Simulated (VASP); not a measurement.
Calculation: PBEsol GGA, VASP's PBE PAW potentials (set 64) (plane waves; VASP).

Input for VASP

**INCAR**
```
ALGO  =  Normal
EDIFF  =  1E-6
EDIFFG  =  -0.01
ENCUT  =  400
GGA  =  PS
IBRION  =  2
ISIF  =  3
ISMEAR  =  1
LASPH  =  .TRUE.
LCHARG  =  .FALSE.
LMAXMIX  =  6
LREAL  =  .FALSE.
LWAVE  =  .FALSE.
NELM  =  100
NSW  =  60
PREC  =  Accurate
SIGMA  =  0.1
SYSTEM  =  WSb
```

KPOINTS:
```
Regular mesh
0
G
 10 10 10
0 0 0
```

POSCAR:
```
WSb
1.0
  3.2933563874   0.0000000000   0.0000000000
  0.0000000000   3.2933563874   0.0000000000
  0.0000000000   0.0000000000   3.2933563874
W Sb
1 1
Direct
  0.0000000000   0.0000000000   1.0000000000
  0.5000000000   0.5000000000   0.5000000000
```

POTCAR, in this order: W_sv Sb (PBE.64 set). Program: vasp_std.

What VASP printed:

OUTCAR:
```
 ion  position               nearest neighbor table
   1  0.000  0.000  0.000-   2 2.85   2 2.85   2 2.85   2 2.85   2 2.85   2 2.85   2 2.85   2 2.85
  LATTYP: Found a simple cubic cell.
 ALAT       =     3.2933563874
 Subroutine PRICEL returns:
 Original cell was already a primitive cell.
 Subroutine GETGRP returns: Found 48 space group operations
The static configuration has the point symmetry O_h .
The dynamic configuration has the point symmetry O_h .
 Subroutine INISYM returns: Found 48 space group operations
 Subroutine IBZKPT returns following result:
 Found     56 irreducible k-points:

 Following reciprocal coordinates:
            Coordinates               Weight
  0.000000  0.000000  0.000000      1.000000
  0.100000  0.000000  0.000000      6.000000
  0.200000  0.000000  0.000000      6.000000
  0.300000  0.000000  0.000000      6.000000
  0.400000  0.000000  0.000000      6.000000
  0.500000  0.000000  0.000000      3.000000
  0.100000  0.100000  0.000000     12.000000
  0.200000  0.100000  0.000000     24.000000
  0.300000  0.100000  0.000000     24.000000
  0.400000  0.100000  0.000000     24.000000
...
```

OSZICAR:
```
       N       E                     dE             d eps       ncg     rms          rms(c)
DAV:   1     0.105394648216E+03    0.10539E+03   -0.80006E+03  1456   0.119E+03
DAV:   2    -0.144585303382E+02   -0.11985E+03   -0.11770E+03  1746   0.323E+02
DAV:   3    -0.177693838529E+02   -0.33109E+01   -0.32570E+01  1811   0.537E+01
DAV:   4    -0.178099539175E+02   -0.40570E-01   -0.40567E-01  1622   0.680E+00
DAV:   5    -0.178110177251E+02   -0.10638E-02   -0.10636E-02  1958   0.108E+00    0.175E+01
DAV:   6    -0.172485071655E+02    0.56251E+00   -0.23911E+00  1601   0.131E+01    0.582E+00
DAV:   7    -0.171975239954E+02    0.50983E-01   -0.70639E-02  1601   0.198E+00    0.297E+00
DAV:   8    -0.171823042017E+02    0.15220E-01   -0.25848E-02  1631   0.116E+00    0.171E-01
DAV:   9    -0.171821323209E+02    0.17188E-03   -0.63315E-04  1661   0.200E-01    0.716E-02
DAV:  10    -0.171820672998E+02    0.65021E-04   -0.70753E-05  1681   0.110E-01    0.281E-02
DAV:  11    -0.171820663947E+02    0.90510E-06   -0.23802E-06  1475   0.163E-02
   1 F= -.17182066E+02 E0= -.17181935E+02  d E =-.171821E+02
       N       E                     dE             d eps       ncg     rms          rms(c)
DAV:   1    -0.171833614166E+02   -0.12941E-02   -0.31595E-02  1526   0.237E+00    0.409E-01
DAV:   2    -0.171821044350E+02    0.12570E-02   -0.51342E-03  1516   0.705E-01    0.629E-02
DAV:   3    -0.171820028940E+02    0.10154E-03   -0.16730E-04  1561   0.120E-01    0.390E-02
DAV:   4    -0.171819737512E+02    0.29143E-04   -0.92495E-05  1571   0.894E-02    0.286E-02
DAV:   5    -0.171819750480E+02   -0.12969E-05   -0.36602E-06  1483   0.192E-02    0.138E-02
DAV:   6    -0.171819754626E+02   -0.41462E-06   -0.11387E-06   886   0.949E-03
   2 F= -.17181975E+02 E0= -.17181858E+02  d E =0.909321E-04
       N       E                     dE             d eps       ncg     rms          rms(c)
DAV:   1    -0.171828491422E+02   -0.87409E-03   -0.17626E-02  1521   0.177E+00    0.303E-01
DAV:   2    -0.171821515270E+02    0.69762E-03   -0.28596E-03  1506   0.524E-01    0.468E-02
DAV:   3    -0.171820943831E+02    0.57144E-04   -0.94607E-05  1546   0.900E-02    0.289E-02
DAV:   4    -0.171820762808E+02    0.18102E-04   -0.51336E-05  1581   0.664E-02    0.210E-02
DAV:   5    -0.171820760329E+02    0.24790E-06   -0.19018E-06  1028   0.143E-02
   3 F= -.17182076E+02 E0= -.17181948E+02  d E =-.963813E-05
```

OUTCAR:
```
------------------------ aborting loop because EDIFF is reached ----------------------------------------
  FORCE on cell =-STRESS in cart. coord.  units (eV):
  Direction    XX          YY          ZZ          XY          YZ          ZX
  --------------------------------------------------------------------------------------
  Total        0.0063897      0.0063897      0.0063897      0.0000000      0.0000000      0.0000000
  in kB        0.2868070      0.2868070      0.2868070      0.0000000      0.0000000      0.0000000
  external PRESSURE =       0.2868070 kB  Pullay stress =       0.0000000 kB
  volume of cell :       35.69
      direct lattice vectors                 reciprocal lattice vectors
     3.292566859 -0.000000000  0.000000000     0.303714410  0.000000000 -0.000000000
    -0.000000000  3.292566859 -0.000000000     0.000000000  0.303714410  0.000000000
     0.000000000 -0.000000000  3.292566859    -0.000000000  0.000000000  0.303714410
 POSITION                                       TOTAL-FORCE (eV/Angst)
 -----------------------------------------------------------------------------------
      0.00000      0.00000      0.00000         0.000000     -0.000000      0.000000
      1.64628      1.64628      1.64628        -0.000000      0.000000      0.000000
 -----------------------------------------------------------------------------------
    total drift:                               -0.000000      0.000000      0.000000
  FREE ENERGIE OF THE ION-ELECTRON SYSTEM (eV)
  ---------------------------------------------------
  free  energy   TOTEN  =       -17.1820760329 eV

  energy  without entropy=      -17.1816920512  energy(sigma->0) =      -17.18194804

 reached required accuracy - stopping structural energy minimisation
```
(Selected blocks of OUTCAR.)

### CONTCAR
```
WSb
   1.00000000000000
     3.2925668594675042   -0.0000000000000000    0.0000000000000000
    -0.0000000000000000    3.2925668594675042   -0.0000000000000000
     0.0000000000000000   -0.0000000000000000    3.2925668594675042
  W               Sb
     1     1
Direct
     0.0000000000000000    0.0000000000000000    0.0000000000000000
     0.5000000000000000    0.5000000000000000    0.5000000000000000
```

The structure was generated: WSb was put into the CsCl type type (Pm-3m), which need not be its known phase. This run relaxes it. Symmetry was kept, so distortions that lower it aren't found. The start is the result of an earlier pass. The electron count is odd and the run is not spin-polarised, which forces a metal.
